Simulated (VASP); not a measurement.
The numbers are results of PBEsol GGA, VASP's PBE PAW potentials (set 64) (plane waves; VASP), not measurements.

Input for VASP

POSCAR:
```
Mg
3.176830
  1.0000000000   0.0000000000   0.0000000000
 -0.5000000000   0.8660252516   0.0000000000
  0.0000000000   0.0000000000   3.2481624764
Mg
4
Cartesian
 -0.0079550000  -0.0228007128  -0.0172412464
  0.0020660000  -0.0080973361   1.6268421763
 -0.0002635000   0.5930688147   0.8250917359
  0.5061530000   0.3038536198   2.4375510488
```

### KPOINTS
```
kpoints
0
Gamma
  7 7 2
```

INCAR:
```
SYSTEM = Mg
LCHARG = F
NELM = 100   ! most electronic steps
ALGO = Normal   ! blocked Davidson
LWAVE = F
SIGMA = 0.05   ! width (eV)
PREC = Accurate
ISMEAR = -1   ! Fermi-Dirac
ISIF = 2   ! forces and stress, cell fixed
LREAL = F   ! projection in real space or not
ENCUT = 300
LASPH = T   ! aspherical one-centre terms
GGA = PS
EDIFF = 1E-6
```

POTCAR, in this order: Mg (PBE.64 set). Program: vasp_std.

The run wrote:

OSZICAR:
```
       N       E                     dE             d eps       ncg     rms          rms(c)
DAV:   1    -0.692185032564E-01   -0.69219E-01   -0.19076E+03   800   0.441E+02
DAV:   2    -0.688372802897E+01   -0.68145E+01   -0.64220E+01  1192   0.401E+01
DAV:   3    -0.695087160049E+01   -0.67144E-01   -0.66639E-01  1160   0.517E+00
DAV:   4    -0.695103812115E+01   -0.16652E-03   -0.16652E-03  1088   0.227E-01
DAV:   5    -0.695103858792E+01   -0.46677E-06   -0.46693E-06  1112   0.898E-03    0.131E+00
DAV:   6    -0.692923131017E+01    0.21807E-01   -0.42550E-03  1168   0.360E-01    0.832E-01
DAV:   7    -0.691046941839E+01    0.18762E-01   -0.67179E-03   920   0.595E-01    0.433E-02
DAV:   8    -0.691035635996E+01    0.11306E-03   -0.21658E-04  1176   0.881E-02    0.230E-02
DAV:   9    -0.691034831620E+01    0.80438E-05   -0.37424E-05  1040   0.298E-02    0.442E-03
DAV:  10    -0.691034899784E+01   -0.68164E-06   -0.21423E-06   936   0.905E-03
   1 F= -.69103490E+01 E0= -.69030386E+01  d E =-.146208E-01
```

**OUTCAR**
```
------------------------ aborting loop because EDIFF is reached ----------------------------------------
  FORCE on cell =-STRESS in cart. coord.  units (eV):
  Direction    XX          YY          ZZ          XY          YZ          ZX
  --------------------------------------------------------------------------------------
  Total       -0.4314817     -0.3958507      1.1737523     -0.0100595      0.0506100     -0.0078048
  in kB       -7.6651864     -7.0322091     20.8514773     -0.1787057      0.8990765     -0.1386503
  external PRESSURE =       2.0513606 kB  Pullay stress =       0.0000000 kB
  volume of cell :       90.19
      direct lattice vectors                 reciprocal lattice vectors
     3.176830000  0.000000000  0.000000000     0.314779198  0.181737887  0.000000000
    -1.588415000  2.751215000  0.000000000     0.000000000  0.363475773  0.000000000
     0.000000000  0.000000000 10.318860000     0.000000000  0.000000000  0.096909930
 POSITION                                       TOTAL-FORCE (eV/Angst)
 -----------------------------------------------------------------------------------
      1.56314      2.67878     10.26409         0.021896      0.082698      0.268787
      1.59498      2.72549      5.16820         0.000139      0.052993      0.048395
     -0.00084      1.88408      2.62118        -0.005677     -0.054738     -0.209925
      1.60796      0.96529      7.74369        -0.016359     -0.080953     -0.107257
 -----------------------------------------------------------------------------------
    total drift:                                0.000001     -0.000007     -0.000009
  FREE ENERGIE OF THE ION-ELECTRON SYSTEM (eV)
  ---------------------------------------------------
  free  energy   TOTEN  =        -6.9103489978 eV

  energy  without entropy=       -6.8957281928  energy(sigma->0) =       -6.90303860
```
(Selected blocks of OUTCAR.)

The structure comes from a computed database's Mg entry; how it stands against other phases isn't given here. The cell was not relaxed at this level, atoms are displaced from their ideal sites. The k-mesh is coarse (spacing up to 0.33 per Å, 2π included), so the numbers may not be converged in it. The run is one of a series of settings (GGA = PS against the base run), some of them coarse on purpose.
